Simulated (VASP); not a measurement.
An input for Quantum ESPRESSO's pw.x (written as the equivalent of a VASP run, and not itself run):

```
&CONTROL
  calculation = 'vc-relax'
  pseudo_dir = './pseudo'
  outdir = './out'
  tprnfor = .true.
  tstress = .true.
  nstep = 40
  forc_conv_thr = 0.00078
/
&SYSTEM
  ibrav = 0
  nat = 2
  ntyp = 2
  ecutwfc = 84
  occupations = 'smearing'
  smearing = 'gaussian'
  degauss = 0.003675
  input_dft = 'pbe'
/
&ELECTRONS
  conv_thr = 7.3e-08
  electron_maxstep = 100
/
&IONS
/
&CELL
  press = 50
/
ATOMIC_SPECIES
  Ba 137.327 Ba.upf
  O 15.999 O.upf
CELL_PARAMETERS angstrom
     0.0000000    2.8069956    2.8069956
     2.8069956    0.0000000    2.8069956
     2.8069956    2.8069956    0.0000000
ATOMIC_POSITIONS crystal
  Ba   0.0000000  0.0000000  0.0000000
  O    0.5000000  0.5000000  0.5000000
K_POINTS automatic
  8 8 8 0 0 0
```

Translate this input to VASP (INCAR, KPOINTS, POSCAR, choice of POTCAR).

One answer among several that fit: 
File POSCAR:
```
BaO
1
    0.0000000000     2.8069956396     2.8069956396
    2.8069956396     0.0000000000     2.8069956396
    2.8069956396     2.8069956396     0.0000000000
Ba O
1 1
Direct
  0.0000000000   0.0000000000   0.0000000000
  0.5000000000   0.5000000000   0.5000000000
```

KPOINTS:
```
Automatic mesh
0
Gamma
8 8 8
0 0 0
```

**INCAR**
```
LREAL=.FALSE.   ! projection in real space or not
NELM=100   ! most electronic steps
ISIF=3
ALGO=Normal   ! blocked Davidson
PSTRESS=50   ! kbar
LASPH=.TRUE.   ! aspherical one-centre terms
LMAXMIX=4
LWAVE=.FALSE.
IBRION=2   ! conjugate gradients
SIGMA=0.05   ! width (eV)
ENCUT=620
EDIFFG=-0.02   ! ionic stop
LCHARG=.FALSE.
ISMEAR=0   ! Gaussian
NSW=40   ! most ionic steps
GGA=PE   ! PBE
PREC=Accurate
SYSTEM=BaO
EDIFF=1E-6
```

POTCAR, in this order: Ba_sv O (PBE.64 set). Program: vasp_std.

Limits of the translation: the potentials are each code's own (VASP's PAW set, PseudoDojo norm-conserving files in pw.x), so ENCUT and ecutwfc are chosen apart and not converted; conv_thr bounds pw.x's estimated SCF error, while EDIFF bounds the energy change between steps; forc_conv_thr acts on force components and is met together with etot_conv_thr.

The compound is BaO in the rock salt structure. This run relaxes it under an external pressure of 5 GPa. Symmetry was kept, so distortions that lower it aren't found.
